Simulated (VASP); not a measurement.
Calculation: PBE GGA, VASP's PBE PAW potentials (set 64) (plane waves; VASP).

A VASP calculation is set up with these files.

File POSCAR:
```
AlN
1
    0.0000000000     2.1900000000     2.1900000000
    2.1900000000     0.0000000000     2.1900000000
    2.1900000000     2.1900000000     0.0000000000
Al N
1 1
Direct
  0.0000000000   0.0000000000   0.0000000000
  0.2500000000   0.2500000000   0.2500000000
```

KPOINTS:
```
Regular mesh
0
Gamma
  9 9 9
0 0 0
```

**INCAR**
```
! general
SYSTEM = AlN
PREC   = Accurate
ENCUT  = 520   ! plane-wave cut-off (eV)
LREAL  = .False.   ! projection in real space or not
LASPH  = .True.   ! aspherical one-centre terms

! electronic loop
EDIFF  = 1E-6
NELM   = 100   ! most electronic steps
ALGO   = VeryFast

! smearing
ISMEAR = 0
SIGMA  = 0.05   ! width (eV)

! functional
GGA    = PE   ! PBE

! ions
ISIF   = 2   ! forces and stress, cell fixed

! output
LWAVE  = .False.
LCHARG = .False.
```

POTCAR, in this order: Al N (PBE.64 set). Program: vasp_std.

Output

**OUTCAR**
```
 ion  position               nearest neighbor table
   1  0.000  0.000  0.000-   2 1.90   2 1.90   2 1.90   2 1.90
   2  0.250  0.250  0.250-   1 1.90   1 1.90   1 1.90   1 1.90
  LATTYP: Found a face centered cubic cell.
 ALAT       =     4.3800000000
 Subroutine PRICEL returns:
 Original cell was already a primitive cell.
 Subroutine GETGRP returns: Found 24 space group operations
The static configuration has the point symmetry T_d .
The dynamic configuration has the point symmetry T_d .
 Subroutine INISYM returns: Found 24 space group operations
 Subroutine IBZKPT returns following result:
 Found     35 irreducible k-points:

 Following reciprocal coordinates:
            Coordinates               Weight
  0.000000  0.000000  0.000000      1.000000
  0.111111  0.000000  0.000000      8.000000
  0.222222  0.000000  0.000000      8.000000
  0.333333  0.000000  0.000000      8.000000
  0.444444  0.000000  0.000000      8.000000
  0.111111  0.111111  0.000000      6.000000
  0.222222  0.111111  0.000000     24.000000
  0.333333  0.111111  0.000000     24.000000
  0.444444  0.111111  0.000000     24.000000
 -0.444444  0.111111  0.000000     24.000000
 -0.333333  0.111111  0.000000     24.000000
 -0.222222  0.111111  0.000000     24.000000
 -0.111111  0.111111  0.000000     12.000000
  0.222222  0.222222  0.000000      6.000000
  0.333333  0.222222  0.000000     24.000000
  0.444444  0.222222  0.000000     24.000000
 -0.444444  0.222222  0.000000     24.000000
 -0.333333  0.222222  0.000000     24.000000
 -0.222222  0.222222  0.000000     12.000000
  0.333333  0.333333  0.000000      6.000000
  0.444444  0.333333  0.000000     24.000000
 -0.444444  0.333333  0.000000     24.000000
 -0.333333  0.333333  0.000000     12.000000
  0.444444  0.444444  0.000000      6.000000
...
```

File OSZICAR:
```
       N       E                     dE             d eps       ncg     rms          rms(c)
RMM:   1     0.624853068627E+02    0.62485E+02   -0.21708E+03   280   0.675E+02
RMM:   2     0.726959112882E+01   -0.55216E+02   -0.50572E+02   280   0.162E+02
RMM:   3    -0.111705836011E+02   -0.18440E+02   -0.14727E+02   280   0.888E+01
RMM:   4    -0.163029408569E+02   -0.51324E+01   -0.33058E+01   280   0.530E+01
RMM:   5    -0.170514306930E+02   -0.74849E+00   -0.58079E+00   280   0.212E+01
RMM:   6    -0.171814037578E+02   -0.12997E+00   -0.10355E+00   280   0.913E+00
RMM:   7    -0.172037379524E+02   -0.22334E-01   -0.19799E-01   280   0.390E+00
RMM:   8    -0.172081712880E+02   -0.44333E-02   -0.40822E-02   280   0.183E+00
RMM:   9    -0.172090820573E+02   -0.91077E-03   -0.87987E-03   714   0.874E-01
RMM:  10    -0.172093671908E+02   -0.28513E-03   -0.27689E-03   707   0.468E-01
RMM:  11    -0.172094084986E+02   -0.41308E-04   -0.40037E-04   707   0.194E-01
RMM:  12    -0.172094226574E+02   -0.14159E-04   -0.14087E-04   708   0.108E-01    0.858E+00
RMM:  13    -0.148710833397E+02    0.23383E+01   -0.52008E+00  1120   0.170E+01    0.324E+00
RMM:  14    -0.148495999842E+02    0.21483E-01   -0.14602E-02   870   0.147E+00    0.189E+00
RMM:  15    -0.148441458096E+02    0.54542E-02   -0.14177E-02   765   0.173E+00    0.237E-01
RMM:  16    -0.148444764879E+02   -0.33068E-03   -0.72543E-04   681   0.365E-01    0.135E-01
RMM:  17    -0.148445337364E+02   -0.57249E-04   -0.93879E-05   671   0.109E-01    0.178E-02
RMM:  18    -0.148445312762E+02    0.24602E-05   -0.20527E-05   672   0.508E-02    0.801E-03
RMM:  19    -0.148445320666E+02   -0.79033E-06   -0.35136E-06   634   0.215E-02
   1 F= -.14844532E+02 E0= -.14844532E+02  d E =-.597668E-19
```

### OUTCAR
```
------------------------ aborting loop because EDIFF is reached ----------------------------------------
  FORCE on cell =-STRESS in cart. coord.  units (eV):
  Direction    XX          YY          ZZ          XY          YZ          ZX
  --------------------------------------------------------------------------------------
  Total        0.3874062      0.3874062      0.3874062      0.0000000      0.0000000     -0.0000000
  in kB       29.5470975     29.5470975     29.5470975      0.0000000      0.0000000     -0.0000000
  external PRESSURE =      29.5470975 kB  Pullay stress =       0.0000000 kB
  volume of cell :       21.01
      direct lattice vectors                 reciprocal lattice vectors
     0.000000000  2.190000000  2.190000000    -0.228310502  0.228310502  0.228310502
     2.190000000  0.000000000  2.190000000     0.228310502 -0.228310502  0.228310502
     2.190000000  2.190000000  0.000000000     0.228310502  0.228310502 -0.228310502
  FREE ENERGIE OF THE ION-ELECTRON SYSTEM (eV)
  ---------------------------------------------------
  free  energy   TOTEN  =       -14.8445320666 eV

  energy  without entropy=      -14.8445320666  energy(sigma->0) =      -14.84453207
```
(Selected blocks of OUTCAR.)

The compound is AlN in the zinc blende structure, a metastable form; wurtzite is the usual one. The cell was not relaxed at this level. The run is one of a series of settings (ALGO = VeryFast against the base run), some of them coarse on purpose.
